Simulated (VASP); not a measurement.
Shape and ions are relaxed at each volume.

Given:

```
FePt
1.0
    2.69208     0.00000     0.00000
    0.00000     2.69208     0.00000
    0.00000     0.00000     3.72752
Fe Pt
1 1
Direct
  0.00000   0.00000   0.00000
  0.50000   0.50000   0.50000
```
Starting moments (μB, in the order of the record's atoms Fe Pt): 2.8 0.3.

Method: vdW-DF-cx, VASP's PBE PAW potentials (set 64) (plane waves; VASP). Numerical set-up: 520 eV cut-off, 13×13×10 Γ-centred mesh, first-order Methfessel-Paxton smearing of 0.10 eV, potentials Fe Pt.

Task: Give the energy at these volumes per atom, relative to the lowest: 12.71, 13.11, 13.52, 13.93, 14.33 Å³.

Result: 39.0, 8.8, 0.0, 8.7, 31.8 meV/atom. A third-order Birch-Murnaghan fit gives B0 = 231 GPa and B0′ = 5.6.

Measured: bulk modulus 208 GPa (computed value off by +11.1 %), as given by First-principles calculations on Fe-Pt nanoclusters of various morphologies. The calculation is for a static lattice, while the measured bulk modulus holds thermal and zero-point effects, which are part of the difference.

The compound is FePt in the L1_0 structure. It was relaxed first.
